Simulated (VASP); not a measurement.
Here is the system:

```
CELL_PARAMETERS angstrom
      4.00390     0.00000     0.00000
      0.00000     4.00390     0.00000
      0.00000     0.00000     4.00390
ATOMIC_POSITIONS crystal
  Ba 0.00000 0.00000 0.00000
  Ti 0.50000 0.50000 0.50000
  O  0.50000 0.00000 0.50000
  O  0.00000 0.50000 0.50000
  O  0.50000 0.50000 0.00000
```

Level of theory: MS2 meta-GGA, VASP's PBE PAW potentials (set 64) (plane waves; VASP 6.6.1). Run with 520 eV cut-off, 6×6×6 Γ-centred mesh, tetrahedra with Blöchl corrections, potentials Ba_sv Ti_sv O.

The cores are frozen, which limits the accuracy of field gradients.

Problem. Give the principal components of the electric field gradient (V/Å²) and the asymmetry η at each nucleus.

Solution. 
```
atom    Vxx    Vyy   Vzz     η
----  -----  -----  ----  ----
Ba1     0.0    0.0   0.0     -
Ti2     0.0    0.0   0.0     -
O3    -13.5  -13.5  27.0  0.00
O4    -13.5  -13.5  27.0  0.00
O5    -13.5  -13.5  27.0  0.00
```

The compound is BaTiO3 in the cubic perovskite structure, the ideal cubic form; the compound distorts at low or room temperature. It was relaxed first.
